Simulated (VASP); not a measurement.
# NbTe (P-6m2) in VASP: further runs

The runs below take NbTe through single point, with HSE(alpha, omega), PBE.

All numbers are computed with VASP 6.6.1; they aren't measurements. Logs are shortened: lines on timing, memory, paths and dates and some standing lists are left out, and cuts for length are marked.

## Step 1: The structure

Symmetry: P-6m2, No. 187, hexagonal system. The conventional cell has a = 3.703 Å, b = 3.703 Å, c = 3.694 Å, α = 90.00°, β = 90.00°, γ = 120.00°. Around Te (site symmetry -6m2) lie 6 Nb at 2.83 Å. Nb (site symmetry -6m2) is surrounded by 6 Te at 2.83 Å.

The cell comes from a database or a generator and needn't be the stable form of this composition.

## Step 2: Single point, HSE(alpha, omega)

The input, POSCAR:

```
NbTe
1.0
    3.7029743866      0.0000000000      0.0000000000
   -1.8514871933      3.2068698884      0.0000000000
    0.0000000000      0.0000000000      3.6942110000
Te Nb
1 1
Direct
    0.6666666667      0.3333333333      0.0000000000
    0.0000000000      0.0000000000      0.5000000000
```

The input, INCAR.step1:

```
  PREC = Accurate
  ENCUT = 520
  EDIFF = 1E-5
  ISMEAR = -1
  SIGMA = 0.05
  LREAL = False
  LASPH = True
  NELM = 80
  ALGO = Normal
  ISIF = 2
  LWAVE = True
  NBANDS = 16
  GGA = PE
```

The input, INCAR.step2:

```
  PREC = Accurate
  ENCUT = 520
  EDIFF = 1E-6
  ISMEAR = -1
  SIGMA = 0.05
  LREAL = False
  LASPH = True
  NELM = 80
  ALGO = Normal
  ISIF = 2
  LWAVE = False
  LCHARG = False
  GGA = PE
  LHFCALC = True
  HFSCREEN = 0.6
  AEXX = 0.25
  PRECFOCK = Fast
  NBANDS = 16
  ISTART = 1
```

The input, KPOINTS:

```
Automatic mesh
0
Gamma
  4 4 4
```

Potentials or basis: VASP PAW PBE potentials, release 64 (Te, Nb_sv).

The run is started by

```
cat potpaw_PBE.64/Te/POTCAR potpaw_PBE.64/Nb_sv/POTCAR > POTCAR
cp INCAR.step1 INCAR
mpirun -np 1 vasp_std > vasp.out
cp INCAR.step2 INCAR
mpirun -np 1 vasp_std > vasp.out
```

OUTCAR:

```text
PREC = Accurate
   ENCUT = 520
   EDIFF = 1E-6
   ISMEAR = -1
   LREAL = False
   LASPH = True
   NELM = 80
   ISIF = 2
   GGA = PE
   LHFCALC = True
   HFSCREEN = 0.6
   AEXX = 0.25
   PRECFOCK = Fast
   ISTART = 1

 ion  position               nearest neighbor table
   1  0.667  0.333  0.000-   2 2.83   2 2.83   2 2.83   2 2.83   2 2.83   2 2.83
   2  0.000  0.000  0.500-   1 2.83   1 2.83   1 2.83   1 2.83   1 2.83   1 2.83

  LATTYP: Found a hexagonal cell.
 ALAT       =     3.7029743866
 C/A-ratio  =     0.9976334196

  Lattice vectors:

 A1 = (   3.7029743866,   0.0000000000,   0.0000000000)
 A2 = (  -1.8514871933,   3.2068698884,   0.0000000000)
 A3 = (   0.0000000000,   0.0000000000,   3.6942110000)

Analysis of symmetry for initial positions (statically):
=====================================================================
 Subroutine PRICEL returns:
 Original cell was already a primitive cell.

 Routine SETGRP: Setting up the symmetry group for a
 hexagonal supercell.

 Subroutine GETGRP returns: Found 12 space group operations
 (whereof 12 operations were pure point group operations)
 out of a pool of 24 trial point group operations.

The static configuration has the point symmetry D_3h.

Analysis of symmetry for dynamics (positions and initial velocities):
=====================================================================
 Subroutine PRICEL returns:
 Original cell was already a primitive cell.

 Routine SETGRP: Setting up the symmetry group for a
 hexagonal supercell.

 Subroutine GETGRP returns: Found 12 space group operations
 (whereof 12 operations were pure point group operations)
 out of a pool of 24 trial point group operations.

The dynamic configuration has the point symmetry D_3h.

 Subroutine INISYM returns: Found 12 space group operations
 (whereof 12 operations are pure point group operations),
 and found     1 'primitive' translations

----------------------------------------------------------------------------------------

                                     Primitive cell

[... 77 lines left out ...]
   EDIFF  = 0.1E-05   stopping-criterion for ELM
   LREAL  =      F    real-space projection
   EDIFFG = 0.1E-04   stopping-criterion for IOM
   NSW    =      0    number of steps for IOM
   IBRION =     -1    ionic relax: 0-MD 1-quasi-New 2-CG
   NFREE  =      0    steps in history (QN), initial steepest desc. (CG)
   ISIF   =      2    stress and relaxation
   ISYM   =      3    0-nonsym 1-usesym 2-fastsym
   POTIM  = 0.5000    time-step for ionic-motion
   TEBEG  =    0.0;   TEEND  =   0.0 temperature during run
   PSTRESS=    0.0 pullay stress
   NELECT =      19.0000    total number of electrons
   NUPDOWN=      -1.0000    fix difference up-down
   EMIN   =  10.00;   EMAX   =-10.00  energy-range for DOS
   EFERMI =   0.00;   METHOD = LEGACY
   ISMEAR =    -1;   SIGMA  =   0.05  broadening in eV -4-tet -1-fermi 0-gaus
   EFERMI_NEDOS =   21; number of points for ismear=-14 and -15
   IALGO  =     38    algorithm
   IMIX   =      1    mixing-type and parameters
     AMIX     =   0.40;   BMIX     =  1.00
     AMIX_MAG =   1.60;   BMIX_MAG =  1.00
  volume/ion in A,a.u.               =      21.93       148.02
  Fermi-wavevector in a.u.,A,eV,Ry     =   1.238630  2.340671 20.874103  1.534203
  Thomas-Fermi vector in A             =   2.373147
   LORBIT       =      0    0 simple, 1 ext, 2 COOP (PROOUT), +10 PAW based schemes
   GGA     = PE    functional components
   LHFCALC =     T    Hartree Fock is set to
   PRECFOCK=fast      Normal, Fast or Accurate (Low or Medium for compatibility)
   ENCUT4O =  -1.0   cutoff for four orbital integrals eV
   NKREDX  =     1    reduce k-point grid by
   NKREDY  =     1    reduce k-point grid by
   NKREDZ  =     1    reduce k-point grid by
   AEXX    =    0.2500 exact exchange contribution
   HFSCREEN=    0.6000 screening length (either q_TF or 0.3 A-1)
   HFSCREENC=   0.6000 screening length for correlation (either q_TF or 0.3 A-1)
   ENCUTFOCK=  -1.0 apply spherical cutoff to Coloumb kernel
   IVDW    =     0    specifies the selected vdW correction
   LEPSILON=     F    determine dielectric tensor
   LRPA    =     F    only Hartree local field effects (RPA)
 non-spin polarized calculation
  energy-cutoff  :      520.00
  volume of cell :       43.87
 maximum number of plane-waves:      1200
 NGX is ok and might be reduce to    28
  NGX = 16; NGY = 16; NGZ = 16

 number of electron      18.9999998 magnetization

 Free energy of the ion-electron system (eV)
  ---------------------------------------------------
  ext. energy  EPLUGINS =         0.00000000
  ---------------------------------------------------
  free energy    TOTEN  =       -14.62898647 eV

  energy without entropy =      -14.61535268  energy(sigma->0) =      -14.62216958

 E-fermi :  10.9894     XC(G=0):  -9.8613

 val. band max:       10.9383183916   @ k =   0.2500  -0.0000   0.5000
 cond. band min:      11.0316571534   @ k =   0.2500  -0.0000   0.0000
 fundamental gap:      0.0933387618
 Fermi energy:        10.9893593271

 k-point     1 :       0.0000    0.0000    0.0000
  band No.  band energies     occupation
      1     -47.6551      2.00000
      2     -22.5760      2.00000
      3     -22.3503      2.00000
      4     -22.3503      2.00000
      5      -3.9934      2.00000
      6       7.6793      2.00000
[... 205 lines left out ...]
      3     -22.4533      2.00000
      4     -22.3975      2.00000
      5      -1.8350      2.00000
      6       4.7379      2.00000
[... 8 lines left out ...]
     15      16.0838      0.00000
     16      17.9802      0.00000

------------------------ aborting loop because EDIFF is reached ----------------------------------------

  FORCE on cell =-STRESS in cart. coord.  units (eV):
  Direction    XX          YY          ZZ          XY          YZ          ZX
  --------------------------------------------------------------------------------------
  -------------------------------------------------------------------------------------
  Total       -0.6114038     -0.6114038     -1.4092465      0.0000000      0.0000000     -0.0000000
  in kB      -22.3298062    -22.3298062    -51.4687709      0.0000000      0.0000000     -0.0000000
  external PRESSURE =     -32.0427944 kB  Pullay stress =       0.0000000 kB

 VOLUME and BASIS-vectors are now :
 -----------------------------------------------------------------------------
  energy-cutoff  :      520.00
  volume of cell :       43.87
      direct lattice vectors                 reciprocal lattice vectors
     3.702974387  0.000000000  0.000000000     0.270053178  0.155915275  0.000000000
    -1.851487193  3.206869888  0.000000000     0.000000000  0.311830550  0.000000000
     0.000000000  0.000000000  3.694211000     0.000000000  0.000000000  0.270693796

 POSITION                                       TOTAL-FORCE (eV/Angst)
 -----------------------------------------------------------------------------------
      1.85149      1.06896      0.00000        -0.000000      0.000000      0.000000
      0.00000      0.00000      1.84711         0.000000      0.000000      0.000000
 -----------------------------------------------------------------------------------
    total drift:                                0.000001     -0.000002     -0.000001

  FREE ENERGIE OF THE ION-ELECTRON SYSTEM (eV)
  ---------------------------------------------------
  free  energy   TOTEN  =       -14.6289864734 eV

  energy  without entropy=      -14.6153526830  energy(sigma->0) =      -14.62216958
```

Wall time 3.2 min (1 thread of Intel Xeon 6975P-C (Granite Rapids), shared host); peak memory 0.25 GiB.

Results:

| Property | Result |
| --- | --- |
| Free energy | -14.6290 eV |
| Pressure | -3.2 GPa |
| Band gap on the k mesh | none (metal or under the smearing width) |

Stress tensor (GPa, compression positive):
```
-2.23  0.00  0.00
 0.00 -2.23  0.00
 0.00  0.00 -5.15
```

Levels at points of the mesh, in eV from the Fermi level:
```
           k point  band 7  band 8  band 9  band 10  band 11  band 12
(0.00, 0.00, 0.00)   -3.31   -3.05   -2.49     0.23     0.23     2.60
(0.50, 0.00, 0.00)   -4.03   -2.77   -2.70    -0.13     1.41     1.70
(0.00, 0.00, 0.50)   -2.76   -2.76   -0.95    -0.95     0.85     1.78
(0.50, 0.00, 0.50)   -6.20   -4.47   -1.42     1.33     1.49     1.92
```

Caveat: the k mesh is coarse (spacing up to 0.49 Å⁻¹), so the values aren't converged, least of all with exact exchange; the PAW data sets were made with another functional, which shifts forces and pressure a little.

## Step 3: Single point, HSE(alpha, omega)

POSCAR is that of step 2.

The input, INCAR.step1:

```
SYSTEM = NbTe
PREC = Accurate
ENCUT = 520
EDIFF = 1E-5
ISMEAR = -1
SIGMA = 0.05
LREAL = .FALSE.
LASPH = .TRUE.
NELM = 80
ALGO = Normal
ISIF = 2
LWAVE = .TRUE.
NBANDS = 16
GGA = PE
```

The input, INCAR.step2:

```
SYSTEM = NbTe
PREC = Accurate
ENCUT = 520
EDIFF = 1E-6
ISMEAR = -1
SIGMA = 0.05
LREAL = .FALSE.
LASPH = .TRUE.
NELM = 80
ALGO = Normal
ISIF = 2
LWAVE = .FALSE.
LCHARG = .FALSE.
GGA = PE
LHFCALC = .TRUE.
HFSCREEN = 0.1
AEXX = 0.25
PRECFOCK = Fast
NBANDS = 16
ISTART = 1
```

The input, KPOINTS:

```
Automatic mesh
0
G
  1 1 1
  0 0 0
```

Potentials or basis: VASP PAW PBE potentials, release 64 (Te, Nb_sv).

The run is started by

```
cat potpaw_PBE.64/Te/POTCAR potpaw_PBE.64/Nb_sv/POTCAR > POTCAR
cp INCAR.step1 INCAR
mpirun -np 1 vasp_std > vasp.out
cp INCAR.step2 INCAR
mpirun -np 1 vasp_std > vasp.out
```

Wall time 32 s (1 thread of Intel Xeon 6975P-C (Granite Rapids), shared host); peak memory 0.24 GiB.

These settings aren't checked as converged: the numbers below hold their error.

What came out:

```yaml
Free_energy: -12.6515 eV
Pressure: 9.8 GPa
Band_gap_on_the_k_mesh: none (metal or under the smearing width)
```

Caveat: the k mesh is coarse (spacing up to 1.96 Å⁻¹), so the values aren't converged, least of all with exact exchange; the PAW data sets were made with another functional, which shifts forces and pressure a little.

## Step 4: Single point, PBE

The input, INCAR:

```
  PREC = Low
  ENCUT = 460
  EDIFF = 1E-7
  ISMEAR = 0
  SIGMA = 0.05
  LREAL = False
  LASPH = True
  NELM = 100
  ALGO = Normal
  ISIF = 2
  LWAVE = False
  LCHARG = False
  GGA = PE
  NBANDS = 16
  ADDGRID = False
```

The input, KPOINTS:

```
regular mesh
0
Gamma
  7 7 6
```

POSCAR is that of step 3.

Potentials or basis: VASP PAW PBE potentials, release 64 (Te, Nb_pv).

The run is started by

```
cat potpaw_PBE.64/Te/POTCAR potpaw_PBE.64/Nb_pv/POTCAR > POTCAR
mpirun -np 1 vasp_std > vasp.out
```

OUTCAR:

```text
PREC = Low
   ENCUT = 460
   EDIFF = 1E-7
   ISMEAR = 0
   LREAL = False
   LASPH = True
   NELM = 100
   ISIF = 2
   GGA = PE

 Found     32 irreducible k-points:

 Following reciprocal coordinates:
            Coordinates               Weight
  0.000000  0.000000  0.000000      1.000000
  0.142857 -0.000000  0.000000      6.000000
  0.285714 -0.000000  0.000000      6.000000
  0.428571  0.000000  0.000000      6.000000
  0.142857  0.142857  0.000000      6.000000
[... 190 lines left out ...]

------------------------ aborting loop because EDIFF is reached ----------------------------------------

  FORCE on cell =-STRESS in cart. coord.  units (eV):
  Direction    XX          YY          ZZ          XY          YZ          ZX
  --------------------------------------------------------------------------------------
  -------------------------------------------------------------------------------------
  Total       -0.0759205     -0.0759205      0.1218991      0.0000000      0.0000000      0.0000000
  in kB       -2.7727836     -2.7727836      4.4520223      0.0000000      0.0000000      0.0000000
  external PRESSURE =      -0.3645149 kB  Pullay stress =       0.0000000 kB

 VOLUME and BASIS-vectors are now :
 -----------------------------------------------------------------------------
  energy-cutoff  :      460.00
  volume of cell :       43.87
      direct lattice vectors                 reciprocal lattice vectors
     3.702974387  0.000000000  0.000000000     0.270053178  0.155915275  0.000000000
    -1.851487193  3.206869888  0.000000000     0.000000000  0.311830550  0.000000000
     0.000000000  0.000000000  3.694211000     0.000000000  0.000000000  0.270693796

 POSITION                                       TOTAL-FORCE (eV/Angst)
 -----------------------------------------------------------------------------------
      1.85149      1.06896      0.00000         0.000000      0.000000      0.000000
      0.00000      0.00000      1.84711        -0.000000     -0.000000      0.000000
 -----------------------------------------------------------------------------------
    total drift:                               -0.000013      0.000007      0.000000

  FREE ENERGIE OF THE ION-ELECTRON SYSTEM (eV)
  ---------------------------------------------------
  free  energy   TOTEN  =       -13.5115071100 eV

  energy  without entropy=      -13.5097675216  energy(sigma->0) =      -13.51063732
```

OSZICAR:

```text
N       E                     dE             d eps       ncg     rms          rms(c)
DAV:   1     0.109253156352E+03    0.10925E+03   -0.71409E+03  1032   0.885E+02
DAV:   2    -0.829765711146E+01   -0.11755E+03   -0.11074E+03  1144   0.306E+02
DAV:   3    -0.137649412648E+02   -0.54673E+01   -0.52094E+01  1384   0.565E+01
DAV:   4    -0.139356106615E+02   -0.17067E+00   -0.17053E+00  1224   0.998E+00
DAV:   5    -0.139421715311E+02   -0.65609E-02   -0.65607E-02  1560   0.194E+00    0.152E+01
DAV:   6    -0.135442844605E+02    0.39789E+00   -0.79485E-01  1616   0.113E+01    0.616E+00
DAV:   7    -0.135159079890E+02    0.28376E-01   -0.61475E-02  1120   0.165E+00    0.289E+00
DAV:   8    -0.135117785044E+02    0.41295E-02   -0.16547E-02  1624   0.976E-01    0.277E-01
DAV:   9    -0.135114682850E+02    0.31022E-03   -0.93358E-04  1096   0.216E-01    0.135E-01
DAV:  10    -0.135115132722E+02   -0.44987E-04   -0.15627E-04  1656   0.127E-01    0.237E-02
DAV:  11    -0.135115081509E+02    0.51213E-05   -0.72661E-06  1552   0.305E-02    0.957E-03
DAV:  12    -0.135115073350E+02    0.81594E-06   -0.69849E-07  1584   0.878E-03    0.295E-03
DAV:  13    -0.135115071232E+02    0.21177E-06   -0.41573E-08   872   0.209E-03    0.693E-04
DAV:  14    -0.135115071100E+02    0.13223E-07   -0.10571E-08   680   0.126E-03
   1 F= -.13511507E+02 E0= -.13510637E+02  d E =-.173959E-02
```

Wall time 8.2 s (1 thread of Intel Xeon Platinum 8488C (Sapphire Rapids), shared host); peak memory 0.12 GiB.

The run converged, but some of its settings lie outside the range that counts as converged, so its numbers aren't taken as properties of the crystal.

What came out:

```yaml
Free_energy: -13.5115 eV
Pressure: 0.0 GPa
Band_gap_on_the_k_mesh: none (metal or under the smearing width)
```

## Step 5: Single point, PBE

INCAR: that of step 4 with these lines changed.

```diff
@@ -1,2 +1,2 @@
-  PREC = Low
+  PREC = Normal
   ENCUT = 460
```

KPOINTS is that of step 4.

POSCAR is that of step 4.

The run is started by

```
cat potpaw_PBE.64/Te/POTCAR potpaw_PBE.64/Nb_pv/POTCAR > POTCAR
mpirun -np 1 vasp_std > vasp.out
```

It took 8.8 s on 1 thread of Intel Xeon Platinum 8488C (Sapphire Rapids), shared host; peak memory 0.13 GiB.

The run converged, but some of its settings lie outside the range that counts as converged, so its numbers aren't taken as properties of the crystal.

Results:

| Property | Result |
| --- | --- |
| Free energy | -13.5110 eV |
| Pressure | -0.1 GPa |
| Band gap on the k mesh | none (metal or under the smearing width) |
